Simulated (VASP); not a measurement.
Method: PBEsol GGA with spin-orbit coupling, VASP's PBE PAW potentials (set 64) (plane waves; VASP 6.6.1).

The input files of a VASP run:

File POSCAR:
```
MgWF6
1
    2.5696700000     1.4836000000     4.6580030000
   -2.5696700000     1.4836000000     4.6580030000
    0.0000000000    -2.9671990000     4.6580030000
Mg W F
1 1 6
Direct
  0.5000000000   0.5000000000   0.5000000000
  0.0000000000   0.0000000000   0.0000000000
  0.2453900000   0.6349070000   0.8653800000
  0.7546100000   0.3650930000   0.1346200000
  0.8653800000   0.2453900000   0.6349070000
  0.1346200000   0.7546100000   0.3650930000
  0.6349070000   0.8653800000   0.2453900000
  0.3650930000   0.1346200000   0.7546100000
```

**KPOINTS**
```
Automatic mesh
0
Gamma
3 3 3
0 0 0
```

**INCAR**
```
SYSTEM = MgWF6
PREC = Accurate; ENCUT = 400; LREAL = .FALSE.
LASPH = .TRUE.
EDIFF = 1E-6; NELM = 100; ALGO = Normal
LMAXMIX = 6
ISMEAR = -1; SIGMA = 0.01
GGA = PS; GGA_COMPAT = .FALSE.
LSORBIT = .TRUE.; LNONCOLLINEAR = .TRUE.
ISIF = 2
LWAVE = .FALSE.; LCHARG = .FALSE.; LORBIT = 11
```

POTCAR, in this order: Mg W_sv F (PBE.64 set). Program: vasp_ncl. The INCAR's line for the spin-polarised start is left out here.

At this cut-off the stress carries a Pulay error, which pulls relaxed volumes low. The run has a spin-polarised start.

### Question
What does the run give for the energy per atom (σ→0), pressure, largest force?

### Answer

```
Quantity                        Value
---------------------  --------------
energy per atom (σ→0)  -6.273 eV/atom
pressure                   -10.02 GPa
largest force              0.166 eV/Å
```

File OSZICAR:
```
...
DAV:  11    -0.501837866034E+02   -0.43263E-03   -0.17507E-03   948   0.287E-01    0.110E-01
DAV:  12    -0.501838545504E+02   -0.67947E-04   -0.26522E-04   938   0.122E-01    0.281E-02
DAV:  13    -0.501838991918E+02   -0.44641E-04   -0.96517E-05   938   0.701E-02    0.222E-02
DAV:  14    -0.501839072583E+02   -0.80665E-05   -0.52417E-05   908   0.513E-02    0.816E-03
DAV:  15    -0.501839073375E+02   -0.79246E-07   -0.14598E-05   946   0.268E-02    0.398E-03
DAV:  16    -0.501839084277E+02   -0.10902E-05   -0.29705E-06   858   0.124E-02    0.279E-03
DAV:  17    -0.501839085625E+02   -0.13478E-06   -0.12263E-06   634   0.829E-03
   1 F= -.50183909E+02 E0= -.50183755E+02  d E =-.307934E-03  mag=     0.0000     0.0000     1.8719
```

The structure comes from a computed database's MgWF6 entry; how it stands against other phases isn't given here. The cell was not relaxed at this level. The k-mesh is coarse (spacing up to 0.49 per Å, 2π included), so the numbers may not be converged in it. The run is one of a series of settings (GGA_COMPAT = .FALSE., ISPIN removed, LNONCOLLINEAR = .TRUE., LSORBIT = .TRUE., another spin-polarised start, program vasp_ncl against the base run), some of them coarse on purpose.
